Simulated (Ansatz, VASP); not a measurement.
**TaSeS (2H-TaSSe bilayer, like faces together) in two plane-wave programs**

One calculation is typed for both programs; each brings its own data sets. How far apart do they land? The structure shown is the start of the Ansatz relaxation below; VASP solves that cell, so the two are compared at the walk's first step.

Main program and level: Ansatz 0.2.0; plane waves, with VASP 6.6.1 beside it; single point at LDA.

**1. The starting structure**

The cell holds 6 atoms: 2 Se, 2 Ta and 2 S. Cell: a = 3.405 Å, b = 3.405 Å, c = 51.449 Å, α = 90.0°, β = 90.0°, γ = 120.0°. Vacuum lies along c.

**2. Ansatz: relaxation, LDA**

Ansatz runs on its default PAW (the set named soft_2) files.

The two programs are compared at the cell with which this relaxation starts, whose forces are those of its first step.

Input file input.yaml:

```yaml
crystal:
  lattice:
    - [3.405, 0.0, 0.0]
    - [-1.7025, 2.9488164999, 0.0]
    - [0.0, 0.0, 51.4490768303]
  atoms:
    - { symbol: Se, position: [0.3333333333, 0.6666666667, 0.4003959112] }
    - { symbol: Ta, position: [0.0, 0.0, 0.4377721496], spin: 1.0 }
    - { symbol: S, position: [0.3333333333, 0.6666666667, 0.4708449579] }
    - { symbol: Se, position: [0.6666666667, 0.3333333333, 0.5996040888] }
    - { symbol: Ta, position: [0.3333333333, 0.6666666667, 0.5622278504], spin: 1.0 }
    - { symbol: S, position: [0.6666666667, 0.3333333333, 0.5291550421] }
  periodic: [true, true, false]
magnetization:
  spin_polarized: true
kpoints:
  mp_grid: { grid: [12, 12, 1] }
hamiltonian:
  xc: lda
scf:
  occupations: { method: fermi_dirac, width: 0.05 }
  convergence: { dr2_threshold: 1.0e-09 }
relax:
  f_tol: 0.004
  max_steps: 90
  cell: {}
output:
  write_potential: true
  write_density: true
  volumetric_format: npy
```

Command:

```sh
$ ansatz run input.yaml --threads 4 --pin off --max-ram 6144MiB --backend cpu --events-out ev --progress --plain --runs-dir out
```

Numbers of over 12 decimals in the logs are rounded to 6 here.

What it wrote:

```text
Warning: relax.cell: scf.convergence.dr2_threshold = 1e-9 eV is looser than the 1.46332500494e-10 eV advised for a relaxation that steers and ends on the stress (1e-10 eV for each atom of the cell: 6, times the square of relax.cell.stress_2d_tol = 0.05 N/m over 20.2 Å (the atoms' height at the walk's start and 5 Å past either face), 2.469e-2 GPa, over a crystal's default 0.05). What an SCF threshold leaves in a stress goes as its square root, and in the free energy as the threshold itself, and one threshold admits the most on a small cell: [figures from the program's tests cut] Set scf.convergence.dr2_threshold to 1.46332500494e-10 eV or tighter. [rest of the remark cut]
Engine: ansatz 0.2.0, x86_64-unknown-linux-gnu
Pseudopotentials: kind: paw
Pseudopotential: Se, paw, valence charge 16, recommended cutoff 420 eV (normal), Se.paw.azcp
Pseudopotential: Ta, paw, valence charge 13, recommended cutoff 420 eV (normal), Ta.paw.azcp
Pseudopotential: S, paw, valence charge 6, recommended cutoff 420 eV (normal), S.paw.azcp
Functional definition: SPW92
  exchange = slater_x
  correlation = pw_c
Crystal: 6 atoms, lattice volume = 516.586 Å³
Basis set: ecut = 420 eV, 10131 PW (Γ)
Bands: 44, of which v1, the nominal top of the filled ones, is band 35 counted from 1 (34 counted from 0)
Symmetry: 6 space group operations
Space group: P3m1 (ITA 156), of the structure as read, at distance tolerance 8.0e-5 Å
Magnetic group: BNS 156.49 (UNI 1279), of the structure as read, at distance tolerance 8.0e-5 Å
k-points: 19 of 144 (time reversal used)
Non-local potential: Se, projectors of the file, l = 0: 2, l = 1: 2, l = 2: 3, l = 3: 1
Non-local potential: Ta, projectors of the file, l = 0: 3, l = 1: 2, l = 2: 2, l = 3: 1
Non-local potential: S, projectors of the file, l = 0: 2, l = 1: 2, l = 2: 2
PAW form: soft (Blöchl's): semilocal exchange-correlation on the pseudo side does not see the compensation charge
PAW frozen core: Se, regenerated for the run's functional, and the local potential with it (the file was generated under x = pbe(κ = 0.804, μ = 0.219515), c = pbe(β = 0.066725))
PAW frozen core: Ta, regenerated for the run's functional, and the local potential with it (the file was generated under x = pbe(κ = 0.804, μ = 0.219515), c = pbe(β = 0.066725))
PAW frozen core: S, regenerated for the run's functional, and the local potential with it (the file was generated under x = pbe(κ = 0.804, μ = 0.219515), c = pbe(β = 0.066725))
PAW one-centre angular grid: Se, 590 points (default); XC on 64 Gauss nodes
PAW one-centre angular grid: Ta, 590 points (default); XC on 64 Gauss nodes
PAW one-centre angular grid: S, 110 points (default); XC on 64 Gauss nodes
Initial density: superposition of atomic densities (neutral atoms: chi_scale 0, normalization atom)
Starting moments: Σ|m| = 2 μB on 2 of 6 sites
Initial wavefunctions: pseudopotential atomic-orbital guess
Functional: x = slater, c = lda
SCF iter   1: F=—  HF=-31875.780576 eV  |F-HF|=—  |Δ(HF+E_count)|=         —  Δρ=1.14e-2 (↑1.14e-2 ↓9.03e-3)  dr2=2.97e0  dr2_m=5.98e-2  M=1.340 μB ∫|m|=1.472 μB  β_m=0.30  ethr=3.10e-3  ⟨swp⟩=14.7  Hψ=9960  notcnv=0
Mixer restart at iter 1: flushing history
preconditioner: auto → LDOS  [metal: Δε(μ)=0.033 eV  Ē_g=8.109 eV  σ=0.050 eV  W_gap=0.16  n_scr=32 (ndim 8)  ℏωp=9.5 eV  f_vac=0.724  D(μ)=3.06/eV (n_scr^D=16)]
spin=Collinear: LDOS preconditioning applied to the charge; magnetization (m = ρ↑ − ρ↓) channel mixes plain (no charge-response kernel on spin).
SCF iter   2: F=—  HF=-31875.122818 eV  |F-HF|=—  |Δ(HF+E_count)|=   6.58e-1  Δρ=7.61e-3 (↑7.61e-3 ↓5.80e-3)  dr2=1.11e0  dr2_m=3.24e-2  M=1.288 μB ∫|m|=1.394 μB  β_m=0.50  ethr=3.10e-3  ⟨swp⟩=2.5  Hψ=2684  notcnv=0  defer=94
SCF iter   3: F=—  HF=-31874.867956 eV  |F-HF|=—  |Δ(HF+E_count)|=   2.55e-1  Δρ=2.33e-3 (↑2.33e-3 ↓2.02e-3)  dr2=4.76e-2  dr2_m=6.54e-3  M=1.124 μB ∫|m|=1.177 μB  β_m=0.64  ethr=1.58e-3  ⟨swp⟩=3.9  Hψ=3374  notcnv=0  defer=94
SCF iter   4: F=—  HF=-31874.913910 eV  |F-HF|=—  |Δ(HF+E_count)|=         —  Δρ=2.27e-3 (↑2.27e-3 ↓1.84e-3)  dr2=4.55e-3  dr2_m=1.94e-2  M=0.677 μB ∫|m|=0.693 μB  β_m=0.64  ethr=6.80e-5  ⟨swp⟩=3.2  Hψ=3477  notcnv=0  defer=100
SCF iter   5: F=—  HF=-31874.914656 eV  |F-HF|=—  |Δ(HF+E_count)|=   7.45e-4  Δρ=1.26e-3 (↑1.21e-3 ↓1.26e-3)  dr2=4.56e-4  dr2_m=7.11e-3  M=0.525 μB ∫|m|=0.535 μB  β_m=0.82  ethr=6.49e-6  ⟨swp⟩=2.9  Hψ=3141  notcnv=0  defer=100
[...]
SCF iter   3: F=—  HF=-31876.565768 eV  |F-HF|=—  |Δ(HF+E_count)|=   5.25e-9  Δρ=1.94e-6 (↑1.94e-6 ↓1.94e-6)  dr2=1.02e-8  dr2_m=3.41e-14  M=0.000 μB ∫|m|=0.000 μB  β_m=0.62  ethr=1.33e-10  ⟨swp⟩=2.5  Hψ=3046  notcnv=0
SCF iter   4: F=—  HF=-31876.565768 eV  |F-HF|=—  |Δ(HF+E_count)|=   8.36e-9  Δρ=2.06e-7 (↑2.06e-7 ↓2.06e-7)  dr2=1.89e-10  dr2_m=6.67e-15  M=0.000 μB ∫|m|=0.000 μB  β_m=0.65  ethr=1.45e-11  ⟨swp⟩=2.6  Hψ=2741  notcnv=0
SCF iter   5: F=-31876.565768 eV  HF=-31876.565768 eV  |F-HF|=4.00e-11  |Δ(HF+E_count)|=  3.75e-10  Δρ=3.54e-8 (↑3.54e-8 ↓3.52e-8)  dr2=1.87e-11  dr2_m=1.01e-15  M=0.000 μB ∫|m|=0.000 μB  ethr=1.00e-12  ⟨swp⟩=11.7  Hψ=12771  notcnv=0
the starting moments were not kept: the SCF closed with an absolute magnetisation of 1.3e-7 μB, where they sum to 2 μB in size (2 sites). That is at most 0.1 of that sum. Measured as dr2_m measures the in/out step, that magnetisation stands 1.1e-15 eV from none, at or under the dr2_threshold of 1.0e-9 eV: it is no larger than a step whose dr2_m would equal this threshold.
SCF 8 converged in 5 iterations: F = -31876.565768 eV  dr2 = 1.87e-11
relax step   8: F+E_penalty+E_count = -31876.56576788 eV  Δ(F+E_penalty+E_count) = +8.988e-4 eV  max|allowed force component| = 2.081e-3 eV/Å  Δτ_max = 0.0000 Å  P = -0.000 N/m  Ω = 494.664 Å³  fix = [c, alpha, beta]  reactions: c -0.000 N/m  stress off target by 2.54e-4 N/m on what of the cell is left free  SCF on the basis re-selected at this cell (its energy is not comparable with the rows above)  (5 SCF iters)
basis re-selected at this cell: Δ(F+E_penalty+E_count) = +8.988e-4 eV, ΔP = -0.002 N/m vs the last step (what re-selecting the basis moved, of the pressure what is left beyond the Pulay correction that the steps carried, after the strain that the cell walked since its last selection, with what the two solves' SCF thresholds leave and, on support functions, any second-order correction that the steps lacked; it is no m [...]
WARN: The output density's exchange-correlation potential varies sharply where the density is thin. Do not read a vacuum level from v_tot or v_xc, or from such a field of the output density. On a cell that repeats whose density bears no net charge and no dipole along the vacuum's axis use v_es (v_loc + v_h of the components); under efield.dipole_correction with no amplitude use v_es + v_field, which holds any externa [...]
SCF converged after 5 iterations
Magnetization: 0.0000 μB (35.0000 up, 35.0000 down)
Absolute magnetization: 0.0000 μB (∫|ρ↑−ρ↓|, with the PAW one-centre terms)
Spin contamination: 0.0000 ħ² per cell (⟨S²⟩ above its minimum at these occupations)
Per-site moments (μB) at R_I (Å): [(6.093856246165374e-10, 1.062032), (3.3096105970763356e-8, 1.005144), (5.208769899491521e-9, 1.005144), (-8.260495238871933e-11, 1.060957), (2.1600528350931426e-8, 1.005583), (3.3810901102212892e-9, 1.005583)]
Free energy (F): -31876.565768 eV
Harris-Foulkes:  -31876.565768 eV  (|F-HF|=4.00e-11)
Internal energy: -31876.526640 eV  (E = F + TS)
E sigma→0 (E₀):  -31876.546204 eV
Entropy (-TS):   -0.039128 eV (-6.521 meV/atom)
Fermi energy:    -5.746485 eV
--- Per-component energies (eV) ---
  E_band       = -2205.528448
  E_kinetic    = 1191.890942
  E_local      = -407469.973126  (includes V_loc(G=0)·N_el)
  E_nonlocal   = -1078.914741
  E_hartree    = 202878.389325
  E_xc         = -836.636724
  E_vxc        = -784.786565  (∫ρ·V_xc dr)
  E_paw        = -21089.556556  (= ΣΔE_a)
  E_vpaw       = 179.476427  (= ΣTr[D̂ρ^β])
  E_aug_tail   = -0.000891  (compensation charges beyond the density's cutoff)
  E_ewald      = 194523.016206
  E_core_change = 5.258925  (= ΣΔE_core)
  E_smearing   = -0.039128  (= −TS)
  E_closure    = -0.000000  (closes the sum)
  Σ components = -31876.565768   (vs F -31876.565768, Δ=0.00e0)
--- Forces (eV/Å), atoms counted from 1 ---
  atom   1  Se     0.00000000    -0.00000000    -0.00034662
  atom   2  Ta    -0.00000000    -0.00000000     0.00160003
  atom   3  S      0.00000000    -0.00000000     0.00029025
  atom   4  Se     0.00000000    -0.00000000     0.00062188
  atom   5  Ta     0.00000000    -0.00000000    -0.00203916
  atom   6  S      0.00000000    -0.00000000     0.00012495
  max |Σ_I F_I| component: 2.51e-4 eV/Å
--- 2D stress c σ (N/m, compression-positive) ---
       -0.000254      -0.000000      -0.000000
        0.000000      -0.000254       0.000000
       -0.000000       0.000000      -0.000000
  P = ½ c Tr σ = -0.0003 N/m
--- Band table (eV; the first three rows and the last of 38) ---
  k-point 0 ↑: bands = [... 31 lower, -6.5813, -6.5559, -6.5559, -5.1297, -4.2182, -2.4467, -2.4467, -2.3275, ... 5 higher]
  k-point 1 ↑: bands = [... 31 lower, -6.6900, -6.6596, -6.5550, -5.1624, -4.5063, -2.6041, -2.5567, -2.4085, ... 5 higher]
  k-point 2 ↑: bands = [... 31 lower, -6.9363, -6.9012, -6.6326, -5.3695, -5.1501, -3.0078, -2.8550, -2.5968, ... 5 higher]
  k-point 18 ↓: bands = [... 31 lower, -8.5242, -7.5420, -7.4583, -5.0987, -5.0977, -3.4148, -3.3888, -1.8329, ... 5 higher]
  the weakly bound empty levels are not read free of the cell's end (no_gap_told)
--- Relaxed structure (7 steps of the walk, 7 accepted, 1 SCFs on fresh bases) ---
  F+E_penalty+E_count = -31876.56576788 eV   max|allowed force component| = 2.081e-3 eV/Å   (the final SCF, on the basis selected at the relaxed cell)
  cell:  # Å, volume = 494.6640 Å³
    - [3.331970, 0.0, 0]
    - [-1.665985, 2.885570, 0]
    - [0, 0, 51.4490768303]
  atoms:
    - { symbol: Se, position: [0.333333, 0.666667, 0.410567] }
    - { symbol: Ta, position: [-6.778070860255825e-18, -3.392348130790113e-17, 0.443826] }
    - { symbol: S, position: [0.333333, 0.666667, 0.472896] }
    - { symbol: Se, position: [0.666667, 0.333333, 0.589394] }
    - { symbol: Ta, position: [0.333333, 0.666667, 0.556211] }
    - { symbol: S, position: [0.666667, 0.333333, 0.527107] }
```

(Part 1 of 2 ends here.)

[Lines on the potential files, build, host, timing and source positions are cut from VASP's logs without a mark.]

[Logs are printed without paths, hosts, clocks, repeated set-up lines and the standing remarks that a program may print on its own settings, such as how far it seeks lower states.]

[Hosts, paths, dates, database ids (printed as entryN), source tags and the programs' standing remarks are cut or masked in the printed files.]
